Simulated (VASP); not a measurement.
All values below come from vdW-DF-cx, VASP's PBE PAW potentials (set 64) (plane waves; VASP).

VASP input:

KPOINTS:
```
kpoints
0
G
  8 8 8
0 0 0
```

POSCAR:
```
LiCl
1.0
  0.0000000000   2.5700000000   2.5700000000
  2.5700000000   0.0000000000   2.5700000000
  2.5700000000   2.5700000000   0.0000000000
Li Cl
1 1
direct
  0.0000000000   0.0000000000   0.0000000000
  0.5000000000   0.5000000000   0.5000000000
```

**INCAR**
```
SYSTEM = LiCl
PREC = Accurate
ENCUT = 520
EDIFF = 1E-6
NELM = 100
ALGO = Normal
LREAL = .FALSE.
LASPH = .TRUE.
ISMEAR = 0
SIGMA = 0.05
GGA = CX
LUSE_VDW = .TRUE.
AGGAC = 0.0
LWAVE = .FALSE.
LCHARG = .FALSE.
IBRION = 2
ISIF = 3
NSW = 60
EDIFFG = -0.01
```

POTCAR, in this order: Li_sv Cl (PBE.64 set). Program: vasp_std.

What VASP printed:

OSZICAR:
```
       N       E                     dE             d eps       ncg     rms          rms(c)
DAV:   1     0.479386230536E+02    0.47939E+02   -0.42722E+03   522   0.102E+03
DAV:   2    -0.274928799025E+01   -0.50688E+02   -0.48997E+02   712   0.162E+02
DAV:   3    -0.490025089598E+01   -0.21510E+01   -0.21490E+01   631   0.401E+01
DAV:   4    -0.495956021033E+01   -0.59309E-01   -0.59220E-01   802   0.630E+00
DAV:   5    -0.496001291722E+01   -0.45271E-03   -0.45269E-03   691   0.544E-01    0.227E+00
DAV:   6    -0.489916108040E+01    0.60852E-01   -0.15202E-01   575   0.237E+00    0.161E+00
DAV:   7    -0.490441940745E+01   -0.52583E-02   -0.51156E-02   685   0.157E+00    0.830E-01
DAV:   8    -0.490895869895E+01   -0.45393E-02   -0.93487E-03   571   0.883E-01    0.126E-01
DAV:   9    -0.490896618517E+01   -0.74862E-05   -0.34885E-04   689   0.172E-01    0.368E-02
DAV:  10    -0.490903738462E+01   -0.71199E-04   -0.11530E-04   560   0.984E-02    0.395E-03
DAV:  11    -0.490904247880E+01   -0.50942E-05   -0.43631E-06   733   0.214E-02    0.501E-03
DAV:  12    -0.490904357570E+01   -0.10969E-05   -0.62431E-07   552   0.716E-03    0.144E-03
DAV:  13    -0.490904333730E+01    0.23840E-06   -0.44830E-08   293   0.223E-03
   1 F= -.49090433E+01 E0= -.49090433E+01  d E =-.490904E+01
       N       E                     dE             d eps       ncg     rms          rms(c)
DAV:   1    -0.492257090868E+01   -0.13527E-01   -0.22301E-01   522   0.356E+00    0.708E-01
DAV:   2    -0.491254785422E+01    0.10023E-01   -0.26583E-02   649   0.116E+00    0.244E-01
DAV:   3    -0.491135908257E+01    0.11888E-02   -0.49518E-03   541   0.457E-01    0.151E-01
DAV:   4    -0.491136650475E+01   -0.74222E-05   -0.14576E-04   856   0.120E-01    0.281E-02
DAV:   5    -0.491137429270E+01   -0.77880E-05   -0.17377E-05   658   0.390E-02    0.905E-03
DAV:   6    -0.491137201983E+01    0.22729E-05   -0.55345E-07   399   0.984E-03    0.309E-03
DAV:   7    -0.491137183079E+01    0.18904E-06   -0.18299E-07   261   0.424E-03
   2 F= -.49113718E+01 E0= -.49113718E+01  d E =-.232849E-02
       N       E                     dE             d eps       ncg     rms          rms(c)
DAV:   1    -0.492275594097E+01   -0.11384E-01   -0.21297E-01   522   0.349E+00    0.693E-01
DAV:   2    -0.491324997879E+01    0.95060E-02   -0.25092E-02   649   0.113E+00    0.239E-01
DAV:   3    -0.491209855349E+01    0.11514E-02   -0.47666E-03   541   0.449E-01    0.148E-01
DAV:   4    -0.491210247713E+01   -0.39236E-05   -0.13823E-04   855   0.116E-01    0.276E-02
DAV:   5    -0.491210942609E+01   -0.69490E-05   -0.16563E-05   658   0.378E-02    0.893E-03
DAV:   6    -0.491210735131E+01    0.20748E-05   -0.52916E-07   384   0.961E-03    0.302E-03
DAV:   7    -0.491210719756E+01    0.15374E-06   -0.17215E-07   261   0.414E-03
   3 F= -.49121072E+01 E0= -.49121072E+01  d E =-.306386E-02
```

**OUTCAR**
```
------------------------ aborting loop because EDIFF is reached ----------------------------------------
  FORCE on cell =-STRESS in cart. coord.  units (eV):
  Direction    XX          YY          ZZ          XY          YZ          ZX
  --------------------------------------------------------------------------------------
  Total        0.0031055      0.0031055      0.0031055     -0.0000000     -0.0000000      0.0000000
  in kB        0.1509917      0.1509917      0.1509917     -0.0000000     -0.0000000      0.0000000
  external PRESSURE =       0.1509917 kB  Pullay stress =       0.0000000 kB
  volume of cell :       32.95
      direct lattice vectors                 reciprocal lattice vectors
     0.000000000  2.544611039  2.544611039    -0.196493685  0.196493685  0.196493685
     2.544611039  0.000000000  2.544611039     0.196493685 -0.196493685  0.196493685
     2.544611039  2.544611039 -0.000000000     0.196493685  0.196493685 -0.196493685
  FREE ENERGIE OF THE ION-ELECTRON SYSTEM (eV)
  ---------------------------------------------------
  free  energy   TOTEN  =        -4.9121071976 eV

  energy  without entropy=       -4.9121071976  energy(sigma->0) =       -4.91210720

 reached required accuracy - stopping structural energy minimisation
```
(Selected blocks of OUTCAR.)

CONTCAR:
```
LiCl
   1.00000000000000
     0.0000000000000000    2.5446110385437910    2.5446110385437910
     2.5446110385437910    0.0000000000000000    2.5446110385437910
     2.5446110385437910    2.5446110385437910   -0.0000000000000000
  Li              Cl
     1     1
Direct
     0.0000000000000000    0.0000000000000000    0.0000000000000000
     0.5000000000000000    0.5000000000000000    0.5000000000000000
```

Energy and stress use the plane-wave basis of the starting cell.

The compound is LiCl in the rock salt structure. This run relaxes it. Symmetry was kept, so distortions that lower it aren't found.
